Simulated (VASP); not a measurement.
```yaml
crystal:
  lattice:
    - [0.00000, 2.54354, 2.54354]
    - [2.54354, 0.00000, 2.54354]
    - [2.54354, 2.54354, 0.00000]
  atoms:
    - { symbol: Be, position: [0.00000, 0.00000, 0.00000] }
    - { symbol: Se, position: [0.25000, 0.25000, 0.25000] }
```

The numbers are results of LDA (Ceperley-Alder, Perdew-Zunger), VASP's LDA PAW potentials (set 64) (plane waves; VASP), not measurements. Settings: 400 eV cut-off, 11×11×11 Γ-centred mesh, Gaussian smearing of 0.010 eV, potentials Be Se.

Q: What does the run give for the energy per atom (σ→0)?

A: 
| Item | Result |
|---|---|
| energy per atom (σ→0) | -5.005 eV/atom |

The compound is BeSe in the zinc blende structure. It was relaxed first.
